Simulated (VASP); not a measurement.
A convergence study with VASP on Sr (fcc): one setting is varied, all else stays as given below, so the limit is that of these other settings.

```xyz
1
Lattice="0.0000 3.0400 3.0400 3.0400 0.0000 3.0400 3.0400 3.0400 0.0000" Properties=species:S:1:pos:R:3 pbc="T T T"
Sr     0.0000     0.0000     0.0000
```

Level of theory: PBE GGA, VASP's PBE PAW potentials (set 64) (plane waves; VASP). The tightest run used: 550 eV cut-off, 16×16×16 Monkhorst-Pack mesh, first-order Methfessel-Paxton smearing of 0.10 eV, potentials Sr_sv.

Q: The settings run are 1×1×1 mesh; 2×2×2 mesh; 3×3×3 mesh; 4×4×4 mesh; 5×5×5 mesh; 6×6×6 mesh; 7×7×7 mesh; 8×8×8 mesh; 9×9×9 mesh; 10×10×10 mesh; 11×11×11 mesh; 12×12×12 mesh; 13×13×13 mesh; 14×14×14 mesh; 15×15×15 mesh; 16×16×16 mesh. From which on does the stress (every component) stay within 0.2 GPa of the tightest run?

A: From 4×4×4 mesh on: it is off by 0.09 there and by no more than 0.2 in any finer run, while 3×3×3 mesh is off by 0.65.
| setting | E (eV/atom) | pressure (GPa) | irreducible k-points | difference judged (GPa) |
|---|---|---|---|---|
| 1×1×1 mesh | -5.9553 | -3.50 | 1 | 3.20 |
| 2×2×2 mesh | -1.6619 | 0.24 | 2 | 0.54 |
| 3×3×3 mesh | -1.5468 | 0.35 | 4 | 0.65 |
| 4×4×4 mesh | -1.6380 | -0.39 | 10 | 0.09 |
| 5×5×5 mesh | -1.6504 | -0.40 | 10 | 0.11 |
| 6×6×6 mesh | -1.6357 | -0.34 | 28 | 0.04 |
| 7×7×7 mesh | -1.6354 | -0.25 | 20 | 0.05 |
| 8×8×8 mesh | -1.6353 | -0.30 | 60 | 0.00 |
| 9×9×9 mesh | -1.6332 | -0.32 | 35 | 0.03 |
| 10×10×10 mesh | -1.6356 | -0.30 | 110 | 0.00 |
| 11×11×11 mesh | -1.6369 | -0.30 | 56 | 0.00 |
| 12×12×12 mesh | -1.6355 | -0.30 | 182 | 0.00 |
| 13×13×13 mesh | -1.6349 | -0.29 | 84 | 0.01 |
| 14×14×14 mesh | -1.6355 | -0.30 | 280 | 0.00 |
| 15×15×15 mesh | -1.6354 | -0.30 | 120 | 0.00 |
| 16×16×16 mesh | -1.6355 | -0.30 | 408 | 0.00 |

Left out are rungs that failed or repeat a setting and relaxations that didn't move; long series are thinned to 24 rows.

The compound is Sr in the fcc structure. The cell was not relaxed at this level.
